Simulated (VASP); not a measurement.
Level of theory: PBEsol GGA, VASP's PBE PAW potentials (set 64) (plane waves; VASP 6.6.1).

A VASP calculation is set up with these files.

**INCAR**
```
SYSTEM = SrTiO3
PREC = Accurate
ENCUT = 620
EDIFF = 1E-6
NELM = 100
ALGO = Normal
LREAL = .FALSE.
LASPH = .TRUE.
ISMEAR = 0
SIGMA = 0.05
GGA = PS
LMAXMIX = 4
LWAVE = .FALSE.
LCHARG = .FALSE.
IBRION = 2
ISIF = 3
NSW = 40
EDIFFG = -0.02
```

KPOINTS:
```
Regular mesh
0
Gamma
  6 6 6
0 0 0
```

### POSCAR
```
SrTiO3
1
    3.8964091187     0.0000000000     0.0000000000
    0.0000000000     3.8964091187     0.0000000000
    0.0000000000     0.0000000000     3.8964091187
Sr Ti O
1 1 3
Direct
  0.0000000000   0.0000000000   0.0000000000
  0.5000000000   0.5000000000   0.5000000000
  0.5000000000   0.0000000000   0.5000000000
  0.0000000000   0.5000000000   0.5000000000
  0.5000000000   0.5000000000   0.0000000000
```

POTCAR, in this order: Sr_sv Ti_sv O (PBE.64 set). Program: vasp_std.

What VASP printed:

OSZICAR:
```
       N       E                     dE             d eps       ncg     rms          rms(c)
DAV:   1     0.495369573908E+03    0.49537E+03   -0.24467E+04   960   0.211E+03
DAV:   2    -0.844175488419E-02   -0.49538E+03   -0.48802E+03  1152   0.538E+02
DAV:   3    -0.491334764865E+02   -0.49125E+02   -0.48628E+02  1384   0.158E+02
DAV:   4    -0.515644601274E+02   -0.24310E+01   -0.24295E+01  1440   0.319E+01
DAV:   5    -0.516319523913E+02   -0.67492E-01   -0.67490E-01  1312   0.412E+00    0.278E+01
DAV:   6    -0.421003369931E+02    0.95316E+01   -0.61794E+01  1432   0.741E+01    0.171E+01
DAV:   7    -0.421027245891E+02   -0.23876E-02   -0.81236E+00  1168   0.220E+01    0.110E+01
DAV:   8    -0.421602835984E+02   -0.57559E-01   -0.22091E+00  1264   0.163E+01    0.364E+00
DAV:   9    -0.420267564534E+02    0.13353E+00   -0.62613E-01  1144   0.826E+00    0.894E-01
DAV:  10    -0.420315876137E+02   -0.48312E-02   -0.11748E-01  1312   0.242E+00    0.807E-01
DAV:  11    -0.420236597465E+02    0.79279E-02   -0.64150E-02  1432   0.215E+00    0.178E-01
DAV:  12    -0.420234297906E+02    0.22996E-03   -0.29332E-03  1224   0.640E-01    0.548E-02
DAV:  13    -0.420234667668E+02   -0.36976E-04   -0.21761E-04  1320   0.115E-01    0.486E-02
DAV:  14    -0.420234543254E+02    0.12441E-04   -0.62173E-05  1528   0.607E-02    0.978E-03
DAV:  15    -0.420234540283E+02    0.29706E-06   -0.81264E-06  1240   0.249E-02
   1 F= -.42023454E+02 E0= -.42023454E+02  d E =-.420235E+02
       N       E                     dE             d eps       ncg     rms          rms(c)
DAV:   1    -0.420266627853E+02   -0.32085E-02   -0.93366E-02  1128   0.330E+00    0.529E-01
DAV:   2    -0.420237885207E+02    0.28743E-02   -0.10417E-02  1112   0.107E+00    0.187E-01
DAV:   3    -0.420233273610E+02    0.46116E-03   -0.28835E-03  1200   0.368E-01    0.702E-02
DAV:   4    -0.420233526130E+02   -0.25252E-04   -0.61981E-04  1344   0.135E-01    0.677E-02
DAV:   5    -0.420233664985E+02   -0.13886E-04   -0.64793E-05  1592   0.673E-02    0.539E-02
DAV:   6    -0.420233883172E+02   -0.21819E-04   -0.27432E-05  1248   0.317E-02    0.269E-02
DAV:   7    -0.420234015962E+02   -0.13279E-04   -0.22260E-05  1440   0.300E-02    0.363E-03
DAV:   8    -0.420234028548E+02   -0.12587E-05   -0.49842E-06  1056   0.110E-02    0.177E-03
DAV:   9    -0.420234030158E+02   -0.16091E-06   -0.23502E-07   512   0.348E-03
   2 F= -.42023403E+02 E0= -.42023403E+02  d E =0.510126E-04
       N       E                     dE             d eps       ncg     rms          rms(c)
DAV:   1    -0.420245983360E+02   -0.11955E-02   -0.30621E-02  1128   0.189E+00    0.302E-01
DAV:   2    -0.420236696388E+02    0.92870E-03   -0.34256E-03  1112   0.610E-01    0.107E-01
DAV:   3    -0.420235190058E+02    0.15063E-03   -0.94218E-04  1184   0.208E-01    0.418E-02
DAV:   4    -0.420235243418E+02   -0.53360E-05   -0.20373E-04  1360   0.767E-02    0.397E-02
DAV:   5    -0.420235277506E+02   -0.34088E-05   -0.22000E-05  1584   0.403E-02    0.315E-02
DAV:   6    -0.420235326511E+02   -0.49005E-05   -0.92326E-06  1176   0.182E-02    0.154E-02
DAV:   7    -0.420235344672E+02   -0.18161E-05   -0.76847E-06  1432   0.163E-02    0.235E-03
DAV:   8    -0.420235343596E+02    0.10757E-06   -0.80286E-07   560   0.578E-03
   3 F= -.42023534E+02 E0= -.42023534E+02  d E =-.803313E-04
```

File OUTCAR:
```
------------------------ aborting loop because EDIFF is reached ----------------------------------------
  FORCE on cell =-STRESS in cart. coord.  units (eV):
  Direction    XX          YY          ZZ          XY          YZ          ZX
  --------------------------------------------------------------------------------------
  Total       -0.0020485     -0.0020485     -0.0020485      0.0000000      0.0000000      0.0000000
  in kB       -0.0555652     -0.0555652     -0.0555652      0.0000000      0.0000000      0.0000000
  external PRESSURE =      -0.0555652 kB  Pullay stress =       0.0000000 kB
  volume of cell :       59.07
      direct lattice vectors                 reciprocal lattice vectors
     3.894468698  0.000000000 -0.000000000     0.256774435  0.000000000 -0.000000000
    -0.000000000  3.894468698  0.000000000    -0.000000000  0.256774435  0.000000000
     0.000000000 -0.000000000  3.894468698     0.000000000  0.000000000  0.256774435
 POSITION                                       TOTAL-FORCE (eV/Angst)
 -----------------------------------------------------------------------------------
      0.00000      0.00000      0.00000        -0.000000      0.000000      0.000000
      1.94723      1.94723      1.94723         0.000000     -0.000000      0.000000
      1.94723      0.00000      1.94723        -0.000000     -0.000000      0.000000
      0.00000      1.94723      1.94723         0.000000     -0.000000      0.000000
      1.94723      1.94723     -0.00000        -0.000000      0.000000      0.000000
 -----------------------------------------------------------------------------------
    total drift:                                0.000000     -0.000000     -0.000000
  FREE ENERGIE OF THE ION-ELECTRON SYSTEM (eV)
  ---------------------------------------------------
  free  energy   TOTEN  =       -42.0235343596 eV

  energy  without entropy=      -42.0235343596  energy(sigma->0) =      -42.02353436

 reached required accuracy - stopping structural energy minimisation
```
(Selected blocks of OUTCAR.)

CONTCAR:
```
SrTiO3
   1.00000000000000
     3.8944686982586623    0.0000000000000000   -0.0000000000000000
    -0.0000000000000000    3.8944686982586623    0.0000000000000000
     0.0000000000000000   -0.0000000000000000    3.8944686982586623
  Sr              Ti              O
     1     1     3
Direct
     0.0000000000000000    0.0000000000000000    0.0000000000000000
     0.5000000000000000    0.5000000000000000    0.5000000000000000
     0.5000000000000000    0.0000000000000000    0.5000000000000000
     0.0000000000000000    0.5000000000000000    0.5000000000000000
     0.5000000000000000    0.5000000000000000    0.0000000000000000
```

The compound is SrTiO3 in the cubic perovskite structure, the ideal cubic form; the compound distorts at low or room temperature. This run relaxes it. Symmetry was kept, so distortions that lower it aren't found.
